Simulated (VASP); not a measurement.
Output of a VASP run:

**OSZICAR**
```
       N       E                     dE             d eps       ncg     rms          rms(c)
DAV:   1     0.134275684262E+03    0.13428E+03   -0.85415E+03  2407   0.108E+03
DAV:   2     0.689940982331E+00   -0.13359E+03   -0.13176E+03  2694   0.308E+02
DAV:   3    -0.738266097567E+01   -0.80726E+01   -0.80024E+01  3009   0.851E+01
DAV:   4    -0.756211224852E+01   -0.17945E+00   -0.17936E+00  2927   0.148E+01
DAV:   5    -0.756937425136E+01   -0.72620E-02   -0.72619E-02  3465   0.250E+00    0.498E+00
DAV:   6    -0.775717581119E+01   -0.18780E+00   -0.18701E-01  2953   0.262E+00    0.189E+00
DAV:   7    -0.776984960037E+01   -0.12674E-01   -0.24268E-02  2855   0.137E+00    0.818E-01
DAV:   8    -0.776985385488E+01   -0.42545E-05   -0.44895E-03  2932   0.404E-01    0.368E-01
DAV:   9    -0.776980572767E+01    0.48127E-04   -0.17750E-03  2862   0.306E-01    0.142E-01
DAV:  10    -0.776965102394E+01    0.15470E-03   -0.15571E-04  2974   0.123E-01    0.319E-02
DAV:  11    -0.776967217713E+01   -0.21153E-04   -0.58123E-05  2666   0.483E-02    0.161E-02
DAV:  12    -0.776967834392E+01   -0.61668E-05   -0.11094E-05  2939   0.273E-02    0.695E-03
DAV:  13    -0.776967867558E+01   -0.33167E-06   -0.13027E-06  2251   0.755E-03
   1 F= -.77696787E+01 E0= -.77694870E+01  d E =-.575122E-03  mag=     0.0000
```

File OUTCAR:
```
------------------------ aborting loop because EDIFF is reached ----------------------------------------
  FORCE on cell =-STRESS in cart. coord.  units (eV):
  Direction    XX          YY          ZZ          XY          YZ          ZX
  --------------------------------------------------------------------------------------
  Total        0.2752588      0.2752588      0.3929961      0.0000000      0.0000000      0.0000000
  in kB        6.8299945      6.8299938      9.7514095      0.0000000      0.0000000      0.0000000
  external PRESSURE =       7.8037993 kB  Pullay stress =       0.0000000 kB
  volume of cell :       64.57
      direct lattice vectors                 reciprocal lattice vectors
     4.243176000  0.000000000  0.000000000     0.235672525  0.136065603  0.000000000
    -2.121588000  3.674698000  0.000000000     0.000000000  0.272131206  0.000000000
     0.000000000  0.000000000  4.141129000     0.000000000  0.000000000  0.241480041
 POSITION                                       TOTAL-FORCE (eV/Angst)
 -----------------------------------------------------------------------------------
      0.00000      0.00000      0.00000        -0.000000     -0.000000      0.000000
      2.12159      1.22490      2.07056         0.000000      0.000000      0.000000
 -----------------------------------------------------------------------------------
    total drift:                               -0.000288      0.000168      0.000000
  FREE ENERGIE OF THE ION-ELECTRON SYSTEM (eV)
  ---------------------------------------------------
  free  energy   TOTEN  =        -7.7696786756 eV

  energy  without entropy=       -7.7691035536  energy(sigma->0) =       -7.76948697
```
(Selected blocks of OUTCAR.)

### POSCAR
```
BiSb
1
    4.2431760000     0.0000000000     0.0000000000
   -2.1215880000     3.6746980000     0.0000000000
    0.0000000000     0.0000000000     4.1411290000
Bi Sb
1 1
Direct
  0.0000000000   0.0000000000   0.0000000000
  0.6666670000   0.3333330000   0.5000000000
```

Q: Write an INCAR and KPOINTS that could have produced this output.

A: This is not unique; one that fits is the input of the run itself, PBE GGA, plane waves, VASP's PBE PAW potentials (set 64).

**KPOINTS**
```
Automatic mesh
0
Gamma
8 8 7
0 0 0
```

**INCAR**
```
SYSTEM = BiSb
PREC = Accurate
ENCUT = 400
EDIFF = 1E-6
NELM = 100
ALGO = Normal
LREAL = .FALSE.
LASPH = .TRUE.
ISMEAR = 1
SIGMA = 0.1
GGA = PE
LMAXMIX = 4
LWAVE = .FALSE.
LCHARG = .FALSE.
ISIF = 2
ISPIN = 2
MAGMOM = 1.0 1.0
```

POTCAR, in this order: Bi_d Sb (PBE.64 set). Program: vasp_std.

The structure was generated: BiSb was put into the WC type (P-6m2), which need not be its known phase. The cell was not relaxed at this level.
